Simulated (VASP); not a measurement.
Given:

```
BN
1.0
    0.00000     1.81253     1.81253
    1.81253     0.00000     1.81253
    1.81253     1.81253     0.00000
B N
1 1
Direct
  0.00000   0.00000   0.00000
  0.25000   0.25000   0.25000
```

Calculation: TPSS meta-GGA, VASP's PBE PAW potentials (set 64) (plane waves; VASP). Settings: 520 eV cut-off, 14×14×14 Γ-centred mesh, tetrahedra with Blöchl corrections, potentials B N.

What does the run give for the energy per atom (σ→0), band gap (over mesh and band path) with the smallest direct gap where there is one?

The band gap (over mesh and band path) is 4.45 eV, the smallest direct gap (over mesh and band path) comes out as 9.21 eV and the energy per atom (σ→0) comes out as -10.243 eV/atom.

The compound is BN in the zinc blende structure. It was relaxed first.
